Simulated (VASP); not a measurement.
Level of theory: PBE GGA, VASP's PBE PAW potentials (set 64) (plane waves; VASP).

Input for VASP

INCAR:
```
# general
SYSTEM   =  PtC
PREC     =  Accurate
ENCUT    =  520
LREAL    =  .FALSE.
LASPH    =  .TRUE.

# electronic loop
EDIFF    =  1E-6
NELM     =  100
ALGO     =  Normal
LMAXMIX  =  6

# smearing
ISMEAR   =  1
SIGMA    =  0.1

# functional
GGA      =  PE

# ions
IBRION   =  2
NSW      =  60
ISIF     =  3
EDIFFG   =  -0.01

# output
LWAVE    =  .FALSE.
LCHARG   =  .FALSE.
```

File POSCAR:
```
PtC
1
    0.0000000000     2.2325749456     2.2325749456
    2.2325749456    -0.0000000000     2.2325749456
    2.2325749456     2.2325749456    -0.0000000000
Pt C
1 1
Direct
  0.0000000000   1.0000000000   1.0000000000
  0.5000000000   0.5000000000   0.5000000000
```

KPOINTS:
```
kpoints
0
Gamma
 13 13 13
```

POTCAR, in this order: Pt C (PBE.64 set). Program: vasp_std.

Output

File OUTCAR:
```
 ion  position               nearest neighbor table
   1  0.000  0.000  0.000-   2 2.23   2 2.23   2 2.23   2 2.23   2 2.23   2 2.23
   2  0.500  0.500  0.500-   1 2.23   1 2.23   1 2.23   1 2.23   1 2.23   1 2.23
  LATTYP: Found a face centered cubic cell.
 ALAT       =     4.4651498912
 Subroutine PRICEL returns:
 Original cell was already a primitive cell.
 Subroutine GETGRP returns: Found 48 space group operations
The static configuration has the point symmetry O_h .
The dynamic configuration has the point symmetry O_h .
 Subroutine INISYM returns: Found 48 space group operations
 Subroutine IBZKPT returns following result:
 Found     84 irreducible k-points:

 Following reciprocal coordinates:
            Coordinates               Weight
  0.000000  0.000000  0.000000      1.000000
  0.076923  0.000000  0.000000      8.000000
  0.153846  0.000000  0.000000      8.000000
  0.230769  0.000000  0.000000      8.000000
  0.307692  0.000000  0.000000      8.000000
  0.384615  0.000000  0.000000      8.000000
  0.461538  0.000000  0.000000      8.000000
  0.076923  0.076923  0.000000      6.000000
  0.153846  0.076923  0.000000     24.000000
...
```

OSZICAR:
```
       N       E                     dE             d eps       ncg     rms          rms(c)
DAV:   1     0.582190018428E+02    0.58219E+02   -0.71599E+03  1848   0.118E+03
DAV:   2    -0.118599810211E+02   -0.70079E+02   -0.65648E+02  2044   0.231E+02
DAV:   3    -0.141259739225E+02   -0.22660E+01   -0.22199E+01  2179   0.408E+01
DAV:   4    -0.141433887910E+02   -0.17415E-01   -0.17223E-01  2047   0.394E+00
DAV:   5    -0.141435194008E+02   -0.13061E-03   -0.13060E-03  2135   0.345E-01    0.206E+01
DAV:   6    -0.127281405492E+02    0.14154E+01   -0.14480E+01  2162   0.321E+01    0.111E+01
DAV:   7    -0.124225997379E+02    0.30554E+00   -0.15944E+00  1993   0.124E+01    0.667E+00
DAV:   8    -0.124091564698E+02    0.13443E-01   -0.68650E-02  2007   0.243E+00    0.101E+00
DAV:   9    -0.124063975488E+02    0.27589E-02   -0.73416E-03  2104   0.742E-01    0.217E-01
DAV:  10    -0.124062431540E+02    0.15439E-03   -0.15331E-03  2070   0.329E-01    0.253E-02
DAV:  11    -0.124062441783E+02   -0.10243E-05   -0.21572E-05  2058   0.445E-02    0.157E-02
DAV:  12    -0.124062444264E+02   -0.24811E-06   -0.23399E-06  1886   0.137E-02
   1 F= -.12406244E+02 E0= -.12406357E+02  d E =-.124062E+02
```

**OUTCAR**
```
------------------------ aborting loop because EDIFF is reached ----------------------------------------
  FORCE on cell =-STRESS in cart. coord.  units (eV):
  Direction    XX          YY          ZZ          XY          YZ          ZX
  --------------------------------------------------------------------------------------
  Total       -0.0034185     -0.0034185     -0.0034185     -0.0000000     -0.0000000      0.0000000
  in kB       -0.2460944     -0.2460944     -0.2460944     -0.0000000     -0.0000000      0.0000000
  external PRESSURE =      -0.2460944 kB  Pullay stress =       0.0000000 kB
  volume of cell :       22.26
      direct lattice vectors                 reciprocal lattice vectors
     0.000000000  2.232574946  2.232574946    -0.223956647  0.223956647  0.223956647
     2.232574946  0.000000000  2.232574946     0.223956647 -0.223956647  0.223956647
     2.232574946  2.232574946  0.000000000     0.223956647  0.223956647 -0.223956647
 POSITION                                       TOTAL-FORCE (eV/Angst)
 -----------------------------------------------------------------------------------
      0.00000      0.00000      0.00000        -0.000000      0.000000     -0.000000
      2.23257      2.23257      2.23257         0.000000      0.000000      0.000000
 -----------------------------------------------------------------------------------
    total drift:                                0.000000     -0.000000     -0.000000
  FREE ENERGIE OF THE ION-ELECTRON SYSTEM (eV)
  ---------------------------------------------------
  free  energy   TOTEN  =       -12.4062444264 eV

  energy  without entropy=      -12.4065817680  energy(sigma->0) =      -12.40635687

 reached required accuracy - stopping structural energy minimisation
```
(Selected blocks of OUTCAR.)

The structure was generated: PtC was put into the rock salt type (Fm-3m), which need not be its known phase. It was relaxed first, which changed the volume by -7 %. The start is the result of an earlier pass.
